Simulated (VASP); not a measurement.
An input for Ansatz (written as the equivalent of a VASP run, and not itself run):

Ansatz 0.2 input:
```yaml
crystal:
  lattice:
    - [1.7238093, -2.9857256, 0.0000000]
    - [1.7238093, 2.9857256, 0.0000000]
    - [0.0000000, 0.0000000, 3.9592101]
  atoms:
    - { symbol: Pt, position: [0.0000000, 0.0000000, 0.0000000] }
    - { symbol: S, position: [0.3333330, 0.6666670, 0.2974782] }
    - { symbol: S, position: [0.6666670, 0.3333330, 0.7025218] }
kpoints:
  mp_grid: { grid: [10, 10, 8] }
hamiltonian:
  xc: pbesol
  pseudopotentials: { kind: paw }
scf:
  occupations: { method: methfessel_paxton, width: 0.1 }
  max_iter: 100
relax:
  max_steps: 40
  f_tol: 0.02
  cell: { p_target: 30 }
output: { forces: true, stress: true, eigenvalues: true }
```

Task: Write the VASP files for the same calculation (PBEsol).

Result: One answer among several that fit: 
KPOINTS:
```
Automatic mesh
0
gamma
10 10 8
0 0 0
```

**POSCAR**
```
PtS2
1
    1.7238092560    -2.9857256057    -0.0000000000
    1.7238092560     2.9857256057     0.0000000000
    0.0000000000     0.0000000000     3.9592101067
Pt S
1 2
Direct
  0.0000000000   0.0000000000   0.0000000000
  0.3333330000   0.6666670000   0.2974782184
  0.6666670000   0.3333330000   0.7025217816
```

### INCAR
```
SYSTEM = PtS2
PREC = Accurate
ENCUT = 500
EDIFF = 1E-6
NELM = 100
ALGO = Normal
LREAL = .FALSE.
LASPH = .TRUE.
ISMEAR = 1
SIGMA = 0.1
GGA = PS
LMAXMIX = 6
LWAVE = .FALSE.
LCHARG = .FALSE.
IBRION = 2
ISIF = 3
NSW = 40
EDIFFG = -0.02
PSTRESS = 300
```

POTCAR, in this order: Pt S (PBE.64 set). Program: vasp_std.

The two are equivalent in intent, not identical: each code has its own PAW files, so the cut-off isn't converted (ENCUT is set for VASP's; basis.ecutwfc is left out, and Ansatz then takes the one that its files recommend); Ansatz stops its SCF on the density residual and VASP on the energy change (EDIFF).

The compound is PtS2 in the 1T layered structure. This run relaxes it under an external pressure of 30 GPa. Symmetry was kept, so distortions that lower it aren't found.
